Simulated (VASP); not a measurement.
An input for Ansatz (written as the equivalent of a VASP run, and not itself run):

Ansatz 0.2 input:
```yaml
crystal:
  lattice:
    - [0.0000000, 2.9386780, 2.9386780]
    - [2.9386780, 0.0000000, 2.9386780]
    - [2.9386780, 2.9386780, 0.0000000]
  atoms:
    - { symbol: Te, position: [0.0000000, 0.0000000, 0.0000000] }
    - { symbol: Ti, position: [0.5000000, 0.5000000, 0.5000000] }
kpoints:
  mp_grid: { grid: [7, 7, 7] }
hamiltonian:
  xc: r2scan
  pseudopotentials: { kind: paw }
scf:
  occupations: { method: gaussian, width: 0.05 }
  max_iter: 100
relax:
  max_steps: 60
  f_tol: 0.01
  cell: {}
output: { forces: true, stress: true, eigenvalues: true }
```

**Question.** Write the VASP files for the same calculation (r2SCAN).

**Answer.** One answer among several that fit: 
POSCAR:
```
TiTe
1
    0.0000000000     2.9386780000     2.9386780000
    2.9386780000     0.0000000000     2.9386780000
    2.9386780000     2.9386780000     0.0000000000
Te Ti
1 1
Direct
  0.0000000000   0.0000000000   0.0000000000
  0.5000000000   0.5000000000   0.5000000000
```

**INCAR**
```
! general
SYSTEM  = TiTe
PREC    = Accurate
ENCUT   = 400
LREAL   = .FALSE.
LASPH   = .TRUE.

! electronic loop
EDIFF   = 1E-6
NELM    = 100
ALGO    = Normal
LMAXMIX = 4
LMIXTAU = .TRUE.

! smearing
ISMEAR  = 0
SIGMA   = 0.05

! functional
METAGGA = R2SCAN

! ions
IBRION  = 2
NSW     = 60
ISIF    = 3
EDIFFG  = -0.01

! output
LWAVE   = .FALSE.
LCHARG  = .FALSE.
```

File KPOINTS:
```
Automatic mesh
0
Gamma
7 7 7
0 0 0
```

POTCAR, in this order: Te Ti_sv (PBE.64 set). Program: vasp_std.

The two are equivalent in intent, not identical: each code has its own PAW files, so the cut-off isn't converted (ENCUT is set for VASP's; basis.ecutwfc is left out, and Ansatz then takes the one that its files recommend); Ansatz stops its SCF on the density residual and VASP on the energy change (EDIFF).

The structure was generated: TiTe was put into the rocksalt type (Fm-3m), which need not be its known phase. This run relaxes it. Symmetry was kept, so distortions that lower it aren't found.
